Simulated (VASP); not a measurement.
Computed with PBE GGA, VASP's PBE PAW potentials (set 64) (plane waves; VASP).

VASP ran on this input.

File KPOINTS:
```
Automatic mesh
0
Gamma
8 8 8
0.5 0.5 0.5
```

### INCAR
```
SYSTEM  =  Cs2AgBiBr6
PREC  =  Accurate; ENCUT  =  210; LREAL  =  F
LASPH  =  T
EDIFF  =  1E-6; NELM  =  100; ALGO  =  Normal
LMAXMIX  =  4
ISMEAR  =  -1; SIGMA  =  0.5
GGA  =  PE
ISIF  =  2
LWAVE  =  F; LCHARG  =  F
```

POSCAR:
```
Cs2AgBiBr6
1.0
  0.0000000000   5.6545410000   5.6545410000
  5.6545410000   0.0000000000   5.6545410000
  5.6545410000   5.6545410000   0.0000000000
Cs Ag Bi Br
2 1 1 6
Cartesian
  8.4818115000   8.4818115000   8.4818115000
  2.8272705000   2.8272705000   2.8272705000
  5.6545410000   5.6545410000   5.6545410000
  0.0000000000   0.0000000000   0.0000000000
  2.8364308564   5.6545410000   5.6545410000
  8.4726511436   5.6545410000   5.6545410000
  5.6545410000   2.8364308564   5.6545410000
  5.6545410000   8.4726511436   5.6545410000
  5.6545410000   5.6545410000   2.8364308564
  5.6545410000   5.6545410000   8.4726511436
```

POTCAR, in this order: Cs_sv Ag Bi_d Br (PBE.64 set). Program: vasp_std.

The resulting files:

File OUTCAR:
```
 ion  position               nearest neighbor table
   1  0.750  0.750  0.750-
   2  0.250  0.250  0.250-
   3  0.500  0.500  0.500-   5 2.82   6 2.82   7 2.82   8 2.82   9 2.82  10 2.82
   4  0.000  0.000  0.000-   5 2.84   6 2.84   7 2.84   8 2.84   9 2.84  10 2.84
   5  0.749  0.251  0.251-   3 2.82   4 2.84
   6  0.251  0.749  0.749-   3 2.82   4 2.84
   7  0.251  0.749  0.251-   3 2.82   4 2.84
   8  0.749  0.251  0.749-   3 2.82   4 2.84
   9  0.251  0.251  0.749-   3 2.82   4 2.84
  10  0.749  0.749  0.251-   3 2.82   4 2.84
  LATTYP: Found a face centered cubic cell.
 ALAT       =    11.3090820000
 Subroutine PRICEL returns:
 Original cell was already a primitive cell.
 Subroutine GETGRP returns: Found 48 space group operations
The static configuration has the point symmetry O_h .
The dynamic configuration has the point symmetry O_h .
 Subroutine INISYM returns: Found 48 space group operations
 Subroutine IBZKPT returns following result:
 Found     60 irreducible k-points:

 Following reciprocal coordinates:
            Coordinates               Weight
  0.062500  0.062500  0.062500      8.000000
  0.187500  0.062500  0.062500     24.000000
  0.312500  0.062500  0.062500     24.000000
  0.437500  0.062500  0.062500     24.000000
 -0.437500  0.062500  0.062500     24.000000
 -0.312500  0.062500  0.062500     24.000000
 -0.187500  0.062500  0.062500     24.000000
 -0.062500  0.062500  0.062500     24.000000
  0.187500  0.187500  0.062500     24.000000
  0.312500  0.187500  0.062500     48.000000
  0.437500  0.187500  0.062500     48.000000
 -0.437500  0.187500  0.062500     48.000000
 -0.312500  0.187500  0.062500     48.000000
 -0.187500  0.187500  0.062500     48.000000
 -0.062500  0.187500  0.062500     48.000000
  0.312500  0.312500  0.062500     24.000000
...
```

### OSZICAR
```
       N       E                     dE             d eps       ncg     rms          rms(c)
DAV:   1     0.460926846072E+03    0.46093E+03   -0.23569E+04  6632   0.721E+02
DAV:   2     0.635701647245E+01   -0.45457E+03   -0.44577E+03  7700   0.220E+02
DAV:   3    -0.303048311530E+02   -0.36662E+02   -0.36499E+02  7245   0.748E+01
DAV:   4    -0.309748661629E+02   -0.67004E+00   -0.66818E+00  7360   0.119E+01
DAV:   5    -0.309918974724E+02   -0.17031E-01   -0.17009E-01  7514   0.166E+00    0.875E+00
DAV:   6    -0.297056990831E+02    0.12862E+01   -0.32593E+00  7648   0.111E+01    0.524E+00
DAV:   7    -0.296754876138E+02    0.30211E-01   -0.11249E+00  7002   0.374E+00    0.279E+00
DAV:   8    -0.296823934694E+02   -0.69059E-02   -0.65219E-02  7224   0.124E+00    0.104E+00
DAV:   9    -0.296872964866E+02   -0.49030E-02   -0.12255E-02  6906   0.546E-01    0.131E-01
DAV:  10    -0.296880010674E+02   -0.70458E-03   -0.90485E-04  7536   0.136E-01    0.749E-02
DAV:  11    -0.296882938735E+02   -0.29281E-03   -0.27997E-04  6778   0.650E-02    0.263E-02
DAV:  12    -0.296883717192E+02   -0.77846E-04   -0.87041E-05  6912   0.389E-02    0.102E-02
DAV:  13    -0.296883754104E+02   -0.36912E-05   -0.12841E-05  6813   0.105E-02    0.338E-03
DAV:  14    -0.296883758416E+02   -0.43125E-06   -0.35280E-06  4616   0.468E-03
   1 F= -.29688376E+02 E0= -.29138500E+02  d E =-.109975E+01
```

**OUTCAR**
```
------------------------ aborting loop because EDIFF is reached ----------------------------------------
  FORCE on cell =-STRESS in cart. coord.  units (eV):
  Direction    XX          YY          ZZ          XY          YZ          ZX
  --------------------------------------------------------------------------------------
  Total       -4.9600157     -4.9600157     -4.9600157     -0.0000000      0.0000000     -0.0000000
  in kB      -21.9771599    -21.9771599    -21.9771599     -0.0000000      0.0000000     -0.0000000
  external PRESSURE =     -21.9771599 kB  Pullay stress =       0.0000000 kB
  volume of cell :      361.59
      direct lattice vectors                 reciprocal lattice vectors
     0.000000000  5.654541000  5.654541000    -0.088424507  0.088424507  0.088424507
     5.654541000  0.000000000  5.654541000     0.088424507 -0.088424507  0.088424507
     5.654541000  5.654541000  0.000000000     0.088424507  0.088424507 -0.088424507
 POSITION                                       TOTAL-FORCE (eV/Angst)
 -----------------------------------------------------------------------------------
      8.48181      8.48181      8.48181         0.000000      0.000000     -0.000000
      2.82727      2.82727      2.82727         0.000000     -0.000000     -0.000000
      5.65454      5.65454      5.65454         0.000000      0.000000     -0.000000
      0.00000      0.00000      0.00000         0.000000      0.000000     -0.000000
      2.83643      5.65454      5.65454         0.297163      0.000000     -0.000000
      8.47265      5.65454      5.65454        -0.297163      0.000000     -0.000000
      5.65454      2.83643      5.65454         0.000000      0.297163     -0.000000
      5.65454      8.47265      5.65454         0.000000     -0.297163     -0.000000
      5.65454      5.65454      2.83643         0.000000      0.000000      0.297163
      5.65454      5.65454      8.47265         0.000000      0.000000     -0.297163
 -----------------------------------------------------------------------------------
    total drift:                               -0.000000     -0.000000      0.000000
  FREE ENERGIE OF THE ION-ELECTRON SYSTEM (eV)
  ---------------------------------------------------
  free  energy   TOTEN  =       -29.6883758416 eV

  energy  without entropy=      -28.5886232236  energy(sigma->0) =      -29.13849953
```
(Selected blocks of OUTCAR.)

At this cut-off the stress carries a Pulay error, which pulls relaxed volumes low.

The structure comes from a computed database's Cs2AgBiBr6 entry; how it stands against other phases isn't given here. The cell was not relaxed at this level. The run is one of a series of settings (ENCUT = 210, ISMEAR = -1, SIGMA = 0.5, KPOINTS 8×8×8 Γ-centred mesh shifted by (0.5, 0.5, 0.5) against the base run), some of them coarse on purpose.
